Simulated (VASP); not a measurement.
# ScF3 (Pm-3m) in VASP: a series of runs

Runs on ScF3. Level: LDA. Tasks: relaxation of cell and atoms.

Program: VASP 6.6.1. These are calculated values, not measurements. Logs are shortened: lines on timing, memory, paths and dates and some standing lists are left out, and cuts for length are marked.

## Step 1: The crystal as given

Symmetry: Pm-3m, No. 221, cubic system. The conventional cell has a = 4.012 Å, b = 4.012 Å, c = 4.012 Å, α = 90.00°, β = 90.00°, γ = 90.00°. Sc (site symmetry m-3m) is surrounded by 6 F at 2.01 Å. F (site symmetry 4/mmm) is surrounded by 2 Sc at 2.01 Å.

## Step 2: Relaxation of cell and atoms, LDA

File INCAR:

```
SYSTEM = ScF3
  ALGO = Normal
  EDIFF = 1E-7
  EDIFFG = -0.002
  ENCUT = 520
  GGA = CA
  IBRION = 2
  ISIF = 3
  ISMEAR = 0
  LASPH = .True.
  LCHARG = .False.
  LREAL = .False.
  LWAVE = .False.
  NELM = 60
  NSW = 80
  PREC = Accurate
  SIGMA = 1.0
```

File KPOINTS:

```
k-points
0
Gamma
  8 8 8
  0 0 0
```

File POSCAR:

```
ScF3
1.0
    4.0124500000      0.0000000000      0.0000000000
    0.0000000000      4.0124500000      0.0000000000
    0.0000000000      0.0000000000      4.0124500000
Sc F
1 3
Direct
    0.0000000000      0.0000000000      0.0000000000
    0.5000000000      0.0000000000      0.0000000000
    0.0000000000      0.5000000000      0.0000000000
    0.0000000000      0.0000000000      0.5000000000
```

Potentials or basis: VASP PAW LDA potentials, release 64 (Sc_sv, F).

The run is started by

```console
$ cat potpaw_LDA.64/Sc_sv/POTCAR potpaw_LDA.64/F/POTCAR > POTCAR
$ mpirun -np 1 vasp_std > vasp.out
```

OUTCAR:

```text
SYSTEM = ScF3
   EDIFF = 1E-7
   EDIFFG = -0.002
   ENCUT = 520
   GGA = CA
   IBRION = 2
   ISIF = 3
   ISMEAR = 0
   LASPH = .True.
   LREAL = .False.
   NELM = 60
   NSW = 80
   PREC = Accurate

 ion  position               nearest neighbor table
   1  0.000  0.000  0.000-   2 2.01   3 2.01   4 2.01   4 2.01   3 2.01   2 2.01
   2  0.500  0.000  0.000-   1 2.01   1 2.01
   3  0.000  0.500  0.000-   1 2.01   1 2.01
   4  0.000  0.000  0.500-   1 2.01   1 2.01

  LATTYP: Found a simple cubic cell.
 ALAT       =     4.0124500000

  Lattice vectors:

 A1 = (   4.0124500000,   0.0000000000,   0.0000000000)
 A2 = (   0.0000000000,   4.0124500000,   0.0000000000)
 A3 = (   0.0000000000,   0.0000000000,   4.0124500000)

Analysis of symmetry for initial positions (statically):
=====================================================================
 Subroutine PRICEL returns:
 Original cell was already a primitive cell.

 Routine SETGRP: Setting up the symmetry group for a
 simple cubic supercell.

 Subroutine GETGRP returns: Found 48 space group operations
 (whereof 48 operations were pure point group operations)
 out of a pool of 48 trial point group operations.

The static configuration has the point symmetry O_h .

Analysis of symmetry for dynamics (positions and initial velocities):
=====================================================================
 Subroutine PRICEL returns:
 Original cell was already a primitive cell.

 Routine SETGRP: Setting up the symmetry group for a
 simple cubic supercell.

 Subroutine GETGRP returns: Found 48 space group operations
 (whereof 48 operations were pure point group operations)
 out of a pool of 48 trial point group operations.

The dynamic configuration has the point symmetry O_h .

 Subroutine INISYM returns: Found 48 space group operations
 (whereof 48 operations are pure point group operations),
 and found     1 'primitive' translations

----------------------------------------------------------------------------------------

                                     Primitive cell

  volume of cell :      64.5995

  direct lattice vectors                    reciprocal lattice vectors
     4.012450000  0.000000000  0.000000000     0.249224289  0.000000000  0.000000000
     0.000000000  4.012450000  0.000000000     0.000000000  0.249224289  0.000000000
     0.000000000  0.000000000  4.012450000     0.000000000  0.000000000  0.249224289

  length of vectors
     4.012450000  4.012450000  4.012450000     0.249224289  0.249224289  0.249224289

  position of ions in fractional coordinates (direct lattice)
     0.000000000  0.000000000  0.000000000
     0.500000000  0.000000000  0.000000000
     0.000000000  0.500000000  0.000000000
     0.000000000  0.000000000  0.500000000

  ion indices of the primitive-cell ions
   primitive index   ion index
                 1           1
                 2           2
                 3           3
                 4           4

----------------------------------------------------------------------------------------

 KPOINTS: k-points

Automatic generation of k-mesh.
 Grid dimensions read from file:
 generate k-points for:    8    8    8

 Generating k-lattice:

  Cartesian coordinates                     Fractional coordinates (reciprocal lattice)
     0.031153036  0.000000000  0.000000000     0.125000000  0.000000000  0.000000000
     0.000000000  0.031153036  0.000000000     0.000000000  0.125000000  0.000000000
     0.000000000  0.000000000  0.031153036     0.000000000  0.000000000  0.125000000

  Length of vectors
     0.031153036  0.031153036  0.031153036

  Shift w.r.t. Gamma in fractional coordinates (k-lattice)
     0.000000000  0.000000000  0.000000000

 Subroutine IBZKPT returns following result:
 ===========================================

 Found     35 irreducible k-points:

 Following reciprocal coordinates:
            Coordinates               Weight
  0.000000  0.000000  0.000000      1.000000
  0.125000  0.000000  0.000000      6.000000
  0.250000  0.000000  0.000000      6.000000
  0.375000  0.000000  0.000000      6.000000
  0.500000  0.000000  0.000000      3.000000
  0.125000  0.125000  0.000000     12.000000
[... 16 lines left out ...]
  0.375000  0.375000  0.125000     24.000000
  0.500000  0.375000  0.125000     24.000000
 [... further k-points ...]
   k-points           NKPTS =     35   k-points in BZ     NKDIM =     35   number of bands    NBANDS=     20
   number of dos      NEDOS =    301   number of ions     NIONS =      4
   total plane-waves  NPLWV =  27000
   dimension x,y,z NGX =    30 NGY =   30 NGZ =   30
   dimension x,y,z NGXF=    60 NGYF=   60 NGZF=   60
   ions per type =               1   3
   NGX,Y,Z   is equivalent  to a cutoff of  12.43, 12.43, 12.43 a.u.
   NGXF,Y,Z  is equivalent  to a cutoff of  24.86, 24.86, 24.86 a.u.
 SYSTEM =  ScF3
   PREC   = accura    normal or accurate (medium, high low for compatibility)
   ISTART =      0    job   : 0-new  1-cont  2-samecut
   ICHARG =      2    charge: 1-file 2-atom 10-const
   ISPIN  =      1    spin polarized calculation?
   LNONCOLLINEAR =      F non collinear calculations
   LSORBIT =      F    spin-orbit coupling
   LASPH  =      T    aspherical Exc in radial PAW
   ENCUT  =  520.0 eV  38.22 Ry    6.18 a.u.   7.46  7.46  7.46*2*pi/ulx,y,z
   NELM   =     60;   NELMIN=  2; NELMDL= -5     # of ELM steps
   EDIFF  = 0.1E-06   stopping-criterion for ELM
   LREAL  =      F    real-space projection
   EDIFFG = -.2E-02   stopping-criterion for IOM
   NSW    =     80    number of steps for IOM
   IBRION =      2    ionic relax: 0-MD 1-quasi-New 2-CG
   NFREE  =      1    steps in history (QN), initial steepest desc. (CG)
   ISIF   =      3    stress and relaxation
   ISYM   =      2    0-nonsym 1-usesym 2-fastsym
   POTIM  = 0.5000    time-step for ionic-motion
   TEBEG  =    0.0;   TEEND  =   0.0 temperature during run
   PSTRESS=    0.0 pullay stress
   NELECT =      32.0000    total number of electrons
   NUPDOWN=      -1.0000    fix difference up-down
   EMIN   =  10.00;   EMAX   =-10.00  energy-range for DOS
   EFERMI =   0.00;   METHOD = LEGACY
   ISMEAR =     0;   SIGMA  =   1.00  broadening in eV -4-tet -1-fermi 0-gaus
   EFERMI_NEDOS =   21; number of points for ismear=-14 and -15
   IALGO  =     38    algorithm
   IMIX   =      4    mixing-type and parameters
     AMIX     =   0.40;   BMIX     =  1.00
     AMIX_MAG =   1.60;   BMIX_MAG =  1.00
  volume/ion in A,a.u.               =      16.15       108.98
  Fermi-wavevector in a.u.,A,eV,Ry     =   1.295334  2.447827 22.829091  1.677891
  Thomas-Fermi vector in A             =   2.426861
   LORBIT       =      0    0 simple, 1 ext, 2 COOP (PROOUT), +10 PAW based schemes
   GGA     = CA    functional components
   LHFCALC =     F    Hartree Fock is set to
   AEXX    =    0.0000 exact exchange contribution
   IVDW    =     0    specifies the selected vdW correction
   LEPSILON=     F    determine dielectric tensor
   LRPA    =     F    only Hartree local field effects (RPA)
 conjugate gradient relaxation of ions
 non-spin polarized calculation
 Gauss-broadening in eV      SIGMA  =   1.00
  energy-cutoff  :      520.00
  volume of cell :       64.60
 maximum number of plane-waves:      1763
 NGX is ok and might be reduce to    30
   NGX = 15   NGY = 15   NGZ = 15

--------------------------------------- Ionic step        1  -------------------------------------------

 number of electron      31.9999963 magnetization

 Free energy of the ion-electron system (eV)
  ---------------------------------------------------
  ext. energy  EPLUGINS =         0.00000000
  ---------------------------------------------------
  free energy    TOTEN  =       -29.57937576 eV

  energy without entropy =      -29.57935577  energy(sigma->0) =      -29.57936577

------------------------ aborting loop because EDIFF is reached ----------------------------------------

  FORCE on cell =-STRESS in cart. coord.  units (eV):
  Direction    XX          YY          ZZ          XY          YZ          ZX
  --------------------------------------------------------------------------------------
  -------------------------------------------------------------------------------------
  Total       -0.9353095     -0.9353095     -0.9353095      0.0000000      0.0000000      0.0000000
  in kB      -23.1972783    -23.1972783    -23.1972783      0.0000000      0.0000000      0.0000000
  external PRESSURE =     -23.1972783 kB  Pullay stress =       0.0000000 kB
[... 61 lines left out ...]
  energy  without entropy=      -29.5870071095  energy(sigma->0) =      -29.58701237

--------------------------------------- Ionic step        3  -------------------------------------------

 number of electron      31.9999968 magnetization

 Free energy of the ion-electron system (eV)
  ---------------------------------------------------
  ext. energy  EPLUGINS =         0.00000000
  ---------------------------------------------------
  free energy    TOTEN  =       -29.58990808 eV

  energy without entropy =      -29.58989497  energy(sigma->0) =      -29.58990153

 E-fermi :  -0.5410     XC(G=0):  -8.9734

 val. band max:       -3.7591837968   @ k =   0.5000   0.5000   0.5000
 cond. band min:       2.5380228907   @ k =   0.0000   0.0000   0.0000
 fundamental gap:      6.2972066874
 Fermi energy:        -0.5409741397

 k-point     1 :       0.0000    0.0000    0.0000
  band No.  band energies     occupation
      1     -48.8859      2.00000
      2     -27.9460      2.00000
      3     -27.9460      2.00000
      4     -27.9460      2.00000
      5     -23.4623      2.00000
      6     -23.1772      2.00000
[... 12 lines left out ...]
     19       2.5380      0.00001
[... 513 lines left out ...]
      4     -28.0176      2.00000
      5     -23.1092      2.00000
      6     -22.4036      2.00000
[... 12 lines left out ...]
     19       4.1165      0.00000
     20       5.4118      0.00000

 [... further k-points ...]
[... 5 lines left out ...]
  --------------------------------------------------------------------------------------
  -------------------------------------------------------------------------------------
  Total        0.0002763      0.0002763      0.0002763     -0.0000000      0.0000000     -0.0000000
  in kB        0.0070084      0.0070084      0.0070084     -0.0000000      0.0000000     -0.0000000
  external PRESSURE =       0.0070084 kB  Pullay stress =       0.0000000 kB
[... 19 lines left out ...]
  FREE ENERGIE OF THE ION-ELECTRON SYSTEM (eV)
  ---------------------------------------------------
  free  energy   TOTEN  =       -29.5899080819 eV

  energy  without entropy=      -29.5898949695  energy(sigma->0) =      -29.58990153

 reached required accuracy - stopping structural energy minimisation
```

Wall time 60 s (1 thread of AMD EPYC 7R13 (Zen 3), shared host); peak memory 0.14 GiB.

What came out:

```yaml
Free_energy: -29.5899 eV
Relaxed_volume: 15.79 Å³/atom
Relaxed_cell: a = 3.983 Å, b = 3.983 Å, c = 3.983 Å, α = 90.00°, β = 90.00°, γ = 90.00°
Space_group_after_relaxing_to_0.05_Å: Pm-3m (No. 221)
Energy_gained_by_relaxing: 2.6 meV/atom
Ionic_steps: 3
Pressure_after_relaxing: 0.0 GPa
Band_gap_on_the_k_mesh: 6.30 eV, indirect (least direct gap 6.83 eV)
```

Step by step:
| step | energy change (eV) | largest force (eV/Å) | pressure (GPa) | volume (Å³) |
| --- | --- | --- | --- | --- |
| 1 | 0.0000 | 0.0000 | -2.32 | 64.60 |
| 2 | -0.0076 | 0.0000 | 1.27 | 62.44 |
| 3 | -0.0105 | 0.0000 | 0.00 | 63.17 |

Final structure:
```
Sc F
1.0
     3.98261    0.00000    0.00000
     0.00000    3.98261    0.00000
     0.00000    0.00000    3.98261
Sc F
1 3
Cartesian
  0.0000 0.0000 0.0000
  1.9913 0.0000 0.0000
  0.0000 1.9913 0.0000
  0.0000 0.0000 1.9913
```

A k mesh can miss the band edges. LDA usually gives volumes a few per cent too small.

(Continued in part 2 of 2.)
